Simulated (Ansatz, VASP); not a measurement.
# MgO (Periclase): VASP beside Ansatz

One calculation is typed for both programs; each brings its own data sets. How far apart do they land? The cell is taken from a series of runs on this material, whose earlier steps may have relaxed, scaled, displaced or heated it; both programs get it as it stands.

Program: Ansatz 0.2.0. Level of theory: plane waves, with VASP 6.6.1 beside it; zone-centre phonons at LDA. Results are calculated unless marked as measured.

### 1. Set-up

It takes space group Fm-3m (No. 225, cubic). The conventional cell has a = 4.161 Å, b = 4.161 Å, c = 4.161 Å, α = 90.00°, β = 90.00°, γ = 90.00°. Nearest to O lie 6 Mg at 2.08 Å. Mg has 6 O at 2.08 Å nearest. Farther neighbours and most contacts between anions are not listed.

Structure file:

```cif
data_structure
_symmetry_space_group_name_H-M 'P 1'
_symmetry_Int_Tables_number 1
_cell_length_a 2.9420
_cell_length_b 2.9420
_cell_length_c 2.9420
_cell_angle_alpha 60.000
_cell_angle_beta 60.000
_cell_angle_gamma 60.000
_cell_volume 18.01
loop_
_atom_site_label
_atom_site_type_symbol
_atom_site_fract_x
_atom_site_fract_y
_atom_site_fract_z
_atom_site_occupancy
O1 O 0.50000 0.50000 0.50000 1
Mg2 Mg 0.00000 0.00000 0.00000 1
```

### 2. VASP: zone-centre phonons, LDA

Second derivatives magnify differences that forces hide, and they need a tight electronic threshold.

Lines of VASP's logs that name or quote its potential files are left out, and so is its time.

INCAR

```
SYSTEM = MgO
PREC = Accurate
ENCUT = 600
EDIFF = 1E-08
NELM = 120
ISMEAR = -1
SIGMA = 0.03
LREAL = .FALSE.
ALGO = Normal
GGA = CA
NELECT = 8.001801
NBANDS = 10
LORBIT = 11
LWAVE = .FALSE.
LCHARG = .FALSE.
ISIF = 2
IBRION = 8
LASPH = .TRUE.
GGA_COMPAT = .FALSE.
KPAR = 2
```

POSCAR

```
MgO
1.0
    0.0000000000      2.0803230009      2.0803230009
    2.0803230009      0.0000000000      2.0803230009
    2.0803230009      2.0803230009      0.0000000000
O Mg
1 1
Direct
    0.5000000000      0.5000000000      0.5000000000
    0.0000000000      0.0000000000      0.0000000000
```

KPOINTS

```
Automatic mesh
0
Gamma
36 36 36
0 0 0
```

PAW data sets: O and Mg (LDA family, release 64).

Run with:

```sh
mpirun -np 2 vasp_std
```

Numbers of over 12 decimals in the logs are rounded to 6 here.

The program printed:

```text
[banner, memory and clock lines left out]
running    2 mpi-ranks, on    1 nodes
 distrk:  each k-point on    1 cores,    2 groups
 distr:  one band on    1 cores,    1 groups

 POSCAR found type information on POSCAR O Mg
 POSCAR found :  2 types and       2 ions
 LDA part: xc-table for (Slater(with rela. corr.)+CA(PZ))
 , standard interpolation
 POSCAR, INCAR and KPOINTS ok, starting setup
 FFT: planning ... GRIDC
 FFT: planning ... GRID_SOFT
 FFT: planning ... GRID
 WAVECAR not read
 entering main loop
       N       E                     dE             d eps       ncg     rms          rms(c)
DAV:   1     0.152789889003E+02    0.15279E+02   -0.50913E+03 28136   0.804E+02
DAV:   2    -0.143674645115E+02   -0.29646E+02   -0.28638E+02 28068   0.150E+02
DAV:   3    -0.150139480613E+02   -0.64648E+00   -0.64591E+00 29176   0.200E+01
DAV:   4    -0.150154267253E+02   -0.14787E-02   -0.14786E-02 27464   0.105E+00
DAV:   5    -0.150154307230E+02   -0.39977E-05   -0.39983E-05 27798   0.529E-02BRMIX: very serious problems
 the old and the new charge density differ
 old charge density:     8.00000 new    8.00180
BRMIX: very serious problems
 the old and the new charge density differ
 old charge density:     8.00000 new    8.00180
    0.708E+00
DAV:   6    -0.134961033630E+02    0.15193E+01   -0.88386E+00 25186   0.177E+01    0.221E+00
DAV:   7    -0.134571514559E+02    0.38952E-01   -0.54356E-02 26994   0.229E+00    0.128E+00
DAV:   8    -0.134333799988E+02    0.23771E-01   -0.27604E-02 25202   0.187E+00    0.194E-01
DAV:   9    -0.134331831731E+02    0.19683E-03   -0.20212E-04 28636   0.118E-01    0.133E-01
DAV:  10    -0.134330531502E+02    0.13002E-03   -0.32480E-04 26316   0.167E-01    0.845E-03
DAV:  11    -0.134330522694E+02    0.88076E-06   -0.39747E-06 26908   0.118E-02    0.320E-03
DAV:  12    -0.134330522605E+02    0.88738E-08   -0.20223E-07 27414   0.319E-03    0.684E-04
DAV:  13    -0.134330522576E+02    0.29724E-08   -0.53024E-09 14818   0.865E-04
   1 F= -.13433052E+02 E0= -.13433032E+02  d E =-.413163E-04
 Linear response reoptimize wavefunctions to high precision
DAV:   1    -0.134330522584E+02   -0.83412E-09   -0.16213E-10 16214   0.134E-04
DAV:   2    -0.134330522584E+02   -0.25011E-11   -0.10915E-11 13644   0.335E-05
 Linear response DOF=           2
 Linear response progress:
  Degree of freedom:   1/  2
       N       E                     dE             d eps       ncg     rms          rms(c)
RMM:   1    -0.349700210079E+00   -0.34970E+00    0.37619E-01121189   0.425E+00
RMM:   2    -0.349337179917E+00    0.36303E-03   -0.19258E-03106037   0.365E-01    0.134E-01
RMM:   3    -0.350712012735E+00   -0.13748E-02   -0.37233E-04102136   0.140E-01    0.709E-02
RMM:   4    -0.352808510518E+00   -0.20965E-02   -0.37341E-04 96970   0.144E-01    0.173E-02
RMM:   5    -0.352820888490E+00   -0.12378E-04   -0.46779E-06111843   0.203E-02    0.136E-03
RMM:   6    -0.352821443509E+00   -0.55502E-06   -0.34584E-08116621   0.173E-03    0.781E-04
RMM:   7    -0.352816942032E+00    0.45015E-05   -0.21505E-09114036   0.344E-04    0.538E-05
RMM:   8    -0.352816844036E+00    0.97996E-07   -0.95476E-10118159   0.597E-05    0.162E-05
RMM:   9    -0.352816892982E+00   -0.48946E-07   -0.93824E-10117334   0.213E-05    0.284E-06
RMM:  10    -0.352816885842E+00    0.71397E-08   -0.93535E-10 94865   0.121E-05    0.476E-07
 first order change of Fermi-energy   0.73247E-03
 force on displaced ion       1 direction 1 :  -6.066   0.000   0.000
 Linear response progress:
  Degree of freedom:   2/  2
       N       E                     dE             d eps       ncg     rms          rms(c)
RMM:   1    -0.219680741310E-02   -0.21968E-02   -0.17836E-05142614   0.520E-01
RMM:   2    -0.214254527364E-02    0.54262E-04   -0.14568E-04102187   0.840E-02    0.358E-02
RMM:   3    -0.211520722560E-02    0.27338E-04   -0.16265E-05107133   0.283E-02    0.185E-02
RMM:   4    -0.211415107363E-02    0.10562E-05   -0.13825E-05107571   0.256E-02    0.331E-03
RMM:   5    -0.211443774741E-02   -0.28667E-06   -0.13951E-07108383   0.290E-03    0.307E-04
RMM:   6    -0.211444729235E-02   -0.95449E-08   -0.58844E-10108392   0.203E-04    0.132E-04
 first order change of Fermi-energy   0.30155E-04
 force on displaced ion       2 direction 1 :  -6.060   0.000   0.000
 Linear response finished
```

Parts of OUTCAR (step 2):

```text
NELECT = 8.001801

 ion  position               nearest neighbor table
   1  0.500  0.500  0.500-   2 2.08   2 2.08   2 2.08   2 2.08   2 2.08   2 2.08
   2  0.000  0.000  0.000-   1 2.08   1 2.08   1 2.08   1 2.08   1 2.08   1 2.08

  LATTYP: Found a face centered cubic cell.
 ALAT       =     4.1606460018

 Subroutine GETGRP returns: Found 48 space group operations
 (whereof 48 operations were pure point group operations)

The static configuration has the point symmetry O_h .

 Found   1240 irreducible k-points:

   k-points           NKPTS =   1240   k-points in BZ     NKDIM =   1240   number of bands    NBANDS=     10

   dimension x,y,z NGX =    24 NGY =   24 NGZ =   24
   dimension x,y,z NGXF=    48 NGYF=   48 NGZF=   48

   ENCUT  =  600.0 eV  44.10 Ry    6.64 a.u.   5.88  5.88  5.88*2*pi/ulx,y,z

 k-points in reciprocal lattice and weights: Automatic mesh
   0.00000000  0.00000000  0.00000000       0.000
   0.02777778  0.00000000  0.00000000       0.000
   0.05555556  0.00000000  0.00000000       0.000
   0.08333333  0.00000000  0.00000000       0.000
   0.11111111  0.00000000  0.00000000       0.000
   0.13888889  0.00000000  0.00000000       0.000
   0.16666667  0.00000000  0.00000000       0.000
   0.19444444  0.00000000  0.00000000       0.000
   0.22222222  0.00000000  0.00000000       0.000
[...]
-0.27777778  0.50000000  0.22222222       0.000
  -0.25000000  0.50000000  0.25000000       0.000

 average (electrostatic) potential at core
       1 -70.4816       2 -34.7217

  Total       -0.2072949     -0.2072949     -0.2072949     -0.0000000     -0.0000000      0.0000000
  in kB      -18.4449241    -18.4449241    -18.4449241     -0.0000000     -0.0000000      0.0000000
  external PRESSURE =     -18.4449241 kB  Pullay stress =       0.0000000 kB

  energy-cutoff  :      600.00
  volume of cell :       18.01
      direct lattice vectors                 reciprocal lattice vectors
     0.000000000  2.080323001  2.080323001    -0.240347292  0.240347292  0.240347292
     2.080323001  0.000000000  2.080323001     0.240347292 -0.240347292  0.240347292
     2.080323001  2.080323001  0.000000000     0.240347292  0.240347292 -0.240347292

 POSITION                                       TOTAL-FORCE (eV/Angst)
 -----------------------------------------------------------------------------------
      2.08032      2.08032      2.08032        -0.000000     -0.000000      0.000000
      0.00000      0.00000      0.00000         0.000000      0.000000     -0.000000
 -----------------------------------------------------------------------------------
    total drift:                               -0.000000     -0.000000      0.000000

 Eigenvectors and eigenvalues of the dynamical matrix
 ----------------------------------------------------

   1 f  =   12.393570 THz    77.871097 2PiTHz  413.404997 cm-1    51.255664 meV
             X         Y         Z           dx          dy          dz
      2.080323  2.080323  2.080323    -0.000000    0.776709    0.000000
      0.000000  0.000000  0.000000    -0.000000   -0.629860    0.000000

   2 f  =   12.393570 THz    77.871097 2PiTHz  413.404997 cm-1    51.255664 meV
             X         Y         Z           dx          dy          dz
      2.080323  2.080323  2.080323     0.776709    0.000000    0.000000
      0.000000  0.000000  0.000000    -0.629860    0.000000    0.000000

   3 f  =   12.393570 THz    77.871097 2PiTHz  413.404997 cm-1    51.255664 meV
             X         Y         Z           dx          dy          dz
      2.080323  2.080323  2.080323    -0.000000    0.000000    0.776709
      0.000000  0.000000  0.000000    -0.000000    0.000000   -0.629860

   4 f/i=    0.003164 THz     0.019880 2PiTHz    0.105542 cm-1     0.013086 meV
             X         Y         Z           dx          dy          dz
      2.080323  2.080323  2.080323    -0.579691    0.245808   -0.016136
      0.000000  0.000000  0.000000    -0.714843    0.303117   -0.019898

   5 f/i=    0.003164 THz     0.019880 2PiTHz    0.105542 cm-1     0.013086 meV
             X         Y         Z           dx          dy          dz
      2.080323  2.080323  2.080323    -0.178925   -0.448507   -0.404414
      0.000000  0.000000  0.000000    -0.220640   -0.553075   -0.498701

   6 f/i=    0.003164 THz     0.019880 2PiTHz    0.105542 cm-1     0.013086 meV
             X         Y         Z           dx          dy          dz
      2.080323  2.080323  2.080323    -0.169316   -0.367618    0.482610
      0.000000  0.000000  0.000000    -0.208791   -0.453327    0.595129

 ELASTIC MODULI CONTR FROM IONIC RELAXATION (kBar)
 Direction    XX          YY          ZZ          XY          YZ          ZX
 --------------------------------------------------------------------------------
 XX           0.0000      0.0000      0.0000      0.0000      0.0000      0.0000
 YY           0.0000      0.0000      0.0000      0.0000      0.0000      0.0000
 ZZ           0.0000      0.0000      0.0000      0.0000      0.0000      0.0000
 XY           0.0000      0.0000      0.0000      0.0000      0.0000      0.0000
 YZ           0.0000      0.0000      0.0000      0.0000      0.0000      0.0000
 ZX           0.0000      0.0000      0.0000      0.0000      0.0000      0.0000
 --------------------------------------------------------------------------------
```

### 3. Ansatz: zone-centre phonons, LDA

Ansatz runs on its PAW soft_1 files.

The same cell, functional (in two slightly different forms), mesh and smearing now go to Ansatz, which takes its cutoff from its data sets.

input.yaml

```yaml
crystal:
  lattice:
    - [0.0, 2.0803230009, 2.0803230009]
    - [2.0803230009, 0.0, 2.0803230009]
    - [2.0803230009, 2.0803230009, 0.0]
  atoms:
    - { symbol: O, position: [0.5, 0.5, 0.5] }
    - { symbol: Mg, position: [0.0, 0.0, 0.0] }
total_charge: -0.001801
kpoints:
  mp_grid: { grid: [36, 36, 36] }
hamiltonian:
  xc: lda
  pseudopotentials: { kind: paw, azcp: { folder: soft_1 }, xc_functional: pbe }
scf:
  occupations: { method: fermi_dirac, width: 0.03 }
output:
  eigenvalues: true
phonons:
  method: dfpt
```

Run with:

```sh
ansatz run input.yaml --threads 4 --pin off --max-ram 16384MiB --backend cpu --events-out ev --progress --plain --runs-dir out
```

The program printed:

```text
Engine: ansatz 0.2.0, aarch64-unknown-linux-gnu
Pseudopotentials: kind: paw
Pseudopotential: O, paw, valence charge 6, recommended cutoff 420 eV (normal), soft_1/O.paw.azcp
Pseudopotential: Mg, paw, valence charge 10, recommended cutoff 420 eV (normal), soft_1/Mg.paw.azcp
Functional definition: SPW92
  exchange = slater_x
  correlation = pw_c
Crystal: 2 atoms, lattice volume = 18.006 Å³
Basis set: ecut = 420 eV, 339 PW (Γ), exchange–correlation on 40×40×40 points (8 copies of the dense FFT grid, shifted against one another)
Bands: 13, of which v1, the nominal top of the filled ones, is band 8 counted from 1 (7 counted from 0)
Symmetry: 48 space group operations
k-points: 3349 of 46656 (irreducible under 8 space group operations, time reversal used)
Non-local potential: O, projectors of the file, l = 0: 2, l = 1: 2, l = 2: 1
Non-local potential: Mg, projectors of the file, l = 0: 3, l = 1: 2, l = 2: 1
PAW form: soft (Blöchl's): semilocal exchange-correlation on the pseudo side does not see the compensation charge
PAW frozen core: O, regenerated for the run's functional, and the local potential with it (the file was generated under x = pbe(κ = 0.804, μ = 0.219515), c = pbe(β = 0.066725))
PAW frozen core: Mg, regenerated for the run's functional, and the local potential with it (the file was generated under x = pbe(κ = 0.804, μ = 0.219515), c = pbe(β = 0.066725))
PAW one-centre angular grid: O, 110 points (default); XC on 64 Gauss nodes
PAW one-centre angular grid: Mg, 110 points (default); XC on 64 Gauss nodes
Initial density: superposition of atomic densities (chi_scale 0.1, normalization cell, long waves kept (reshape's long-wave potential 0.00 eV rms))
Initial wavefunctions: pseudopotential atomic-orbital guess
Functional: x = slater, c = lda
SCF iter   1: F=—  HF=-2460.080307 eV  |F-HF|=—  |Δ(HF+E_count)|=         —  Δρ=6.78e-2  dr2=4.31e-1  ethr=3.10e-3  ⟨swp⟩=6.2  Hψ=259606  notcnv=0
preconditioner: auto → none  [metal: Δε(μ)=0.016 eV  Ē_g=19.841 eV  σ=0.030 eV  W_gap=0.13  n_scr=8 (ndim 8)  ℏωp=24.8 eV  f_vac=0.000  D(μ)=0.01/eV (n_scr^D=0)  sad-step TF]
SCF iter   2: F=—  HF=-2460.040500 eV  |F-HF|=—  |Δ(HF+E_count)|=   3.98e-2  Δρ=3.73e-2  dr2=1.58e-1  ethr=2.69e-3  ⟨swp⟩=2.0  Hψ=83744  notcnv=0  defer=3290
SCF iter   3: F=—  HF=-2460.038131 eV  |F-HF|=—  |Δ(HF+E_count)|=   2.37e-3  Δρ=4.41e-3  dr2=2.14e-3  ethr=9.88e-4  ⟨swp⟩=2.3  Hψ=73305  notcnv=0  defer=3290
SCF iter   4: F=—  HF=-2460.038442 eV  |F-HF|=—  |Δ(HF+E_count)|=   3.11e-4  Δρ=3.93e-4  dr2=1.85e-5  ethr=1.34e-5  ⟨swp⟩=2.0  Hψ=79066  notcnv=0  defer=3290
SCF iter   5: F=—  HF=-2460.038445 eV  |F-HF|=—  |Δ(HF+E_count)|=   2.66e-6  Δρ=1.11e-4  dr2=8.09e-7  ethr=1.16e-7  ⟨swp⟩=2.0  Hψ=63700  notcnv=0  defer=3290
SCF iter   6: F=—  HF=-2460.038445 eV  |F-HF|=—  |Δ(HF+E_count)|=   8.83e-7  Δρ=1.59e-5  dr2=1.61e-8  ethr=5.06e-9  ⟨swp⟩=2.5  Hψ=53085  notcnv=0  defer=3290
SCF iter   7: F=—  HF=-2460.038445 eV  |F-HF|=—  |Δ(HF+E_count)|=   8.61e-9  Δρ=1.46e-6  dr2=1.24e-10  ethr=1.01e-10  ⟨swp⟩=2.6  Hψ=67773  notcnv=0  defer=3290
SCF iter   8: F=-2460.038445 eV  HF=-2460.038445 eV  |F-HF|=0.00e0  |Δ(HF+E_count)|=  1.91e-11  Δρ=2.35e-8  dr2=2.48e-14  ethr=1.00e-12  ⟨swp⟩=10.4  Hψ=213342  notcnv=0
the search or the solves at the SCF's close seem to have found levels that the self-consistency loop had missed (the run counts 2). By its estimate they hold under 1e-12 electrons; where the run keeps them, the occupations were computed again with them
SCF 1 converged in 8 iterations: F = -2460.038445 eV  dr2 = 2.48e-14
  greatest PAW one-centre occupation: 1.000 electrons in one spin orbital (limit 2), on the Mg atom at site 1 (counted from 0), in its partial waves of l = 1
DFPT response loops at Γ: preconditioner auto → Kerker (q_TF=auto, 2.675 Å⁻¹) (partly filled bands, converged f_vac=0.000); β = 1.00, the filter's whole step (`scf.mixing.beta` (0.50) is not read by the response loops under this deck's `scf.mixing.preconditioner`; to damp them name `kerker` or `kerker_dos`, under which they read `scf.mixing.beta`, and type it under 1.00, their step now; both keys bind the ground state too); Broyden in place of MSR1
SCF converged after 8 iterations
Free energy (F): -2460.038445 eV
Harris-Foulkes:  -2460.038445 eV  (|F-HF|=0.00e0)
Internal energy: -2460.038404 eV  (E = F + TS)
E sigma→0 (E₀):  -2460.038425 eV
Entropy (-TS):   -0.000041 eV (-0.021 meV/atom)
Fermi energy:    13.371520 eV
--- Per-component energies (eV) ---
  E_band       = -289.074307
  E_kinetic    = 243.497770
  E_local      = -1668.318000  (includes V_loc(G=0)·N_el)
  E_nonlocal   = 249.458443
  E_hartree    = 551.044698
  E_xc         = -99.519501
  E_vxc        = -128.399622  (∫ρ·V_xc dr)
  E_paw        = -431.149752  (= ΣΔE_a)
  E_vpaw       = -87.403127  (= ΣTr[D̂ρ^β])
  E_aug_tail   = 0.000831  (compensation charges beyond the density's cutoff)
  E_ewald      = -1305.300293
  E_core_change = 0.247401  (= ΣΔE_core)
  E_smearing   = -0.000041  (= −TS)
  E_closure    = -0.000000  (closes the sum)
  E_deformation_potential = -0.034155  (in the stress; not in F)
  Σ components = -2460.038445   (vs F -2460.038445, Δ=0.00e0)
--- Band table (eV; the first three rows and the last of 3349) ---
  k-point 0: bands = [... 4 lower, -9.0483, 8.1452, 8.1452, 8.1452, 13.1728, 23.8851, 23.8851, 23.8851, ... 1 higher]
  k-point 1: bands = [... 4 lower, -9.0388, 8.0872, 8.1393, 8.1393, 13.2277, 23.7456, 23.9057, 23.9057, ... 1 higher]
  k-point 2: bands = [... 4 lower, -9.0103, 7.9210, 8.1222, 8.1222, 13.3839, 23.3912, 23.9661, 23.9661, ... 1 higher]
  k-point 3348: bands = [... 4 lower, -7.2432, 5.0444, 5.0444, 6.2758, 19.8476, 19.8476, 20.4661, 23.8930, ... 1 higher]
--- Phonons (Γ-DFPT): 2 representative perturbations + reference, on 3349 of 46656 k-points (Σ response iterations 6) ---
  k mesh reduced under 8 symmetry operations, with k and −k counted as one. Each operation leaves every solved perturbation unchanged. A smaller set is not used because it would not reduce the number of displacements times k-points to solve
  ASR residual: 2.270e-5 → 0.000e0 eV/Å²; symmetrization residual: 7.932e-7 eV/Å²
  ASR residual per site (eV/Å²): 2.27e-5 1.09e-5
  Γ frequencies (cm⁻¹): 0.00 0.00 0.00 406.87 406.87 406.87
  non-analytic LO–TO correction: not included (Born effective charges unavailable; polar crystals: no LO–TO splitting at Γ)
```

The column dr2 measures how far the density is from self-consistency, as an energy; F and HF (Harris–Foulkes) agree once it is small.

### 4. Comparison

Known differences besides the potentials themselves: the two LDA forms differ slightly; the cutoff is 420 eV in Ansatz and 600 eV in VASP; VASP's log shows a relativistic correction to its local exchange, Ansatz's none. Total energies have different zeros and are not compared.

The two programs side by side:

```
                  quantity  Ansatz   VASP  difference
optical mode 1 to 3 (cm⁻¹)   406.9  413.4     -1.58 %
```

Modes are paired by rising frequency, not by their patterns, so a pair may set unlike modes beside each other; they are those without the splitting of longitudinal modes. The cell carries a charge of -0.001801 e against a uniform background, so its pressure also hangs on how the neutralising background is counted, and in a defect's cell a gap may be the spacing between its levels.

### 5. Results

| Property | Result |
| --- | --- |
| r.m.s. difference of the optical zone-centre modes, each program's sorted by frequency (zone-centre phonons, LDA) | 6.5 cm⁻¹ |
| difference in optical mode 1 to 3 (zone-centre phonons, LDA) | -1.6 % |

In words: The r.m.s. difference of the optical zone-centre modes, each program's sorted by frequency is 6.5 cm⁻¹ (zone-centre phonons, LDA). The data sets hold unlike numbers of valence electrons (16.0018 in Ansatz and 8.0018 in VASP), so part of the differences comes from the potentials. Among the rows given in per cent, the largest difference of the zone-centre phonons, LDA pair is in optical mode 1 to 3, -1.6 %. How closely two codes agree says nothing of how well the functional describes the real material.

[Lines on the potential files, build, host, timing and source positions are cut from VASP's logs without a mark.]

[Logs are printed without paths, hosts, clocks, repeated set-up lines and the standing remarks that a program may print on its own settings, such as how far it seeks lower states.]

[Hosts, paths, dates, database ids (printed as entryN), source tags and the programs' standing remarks are cut or masked in the printed files.]
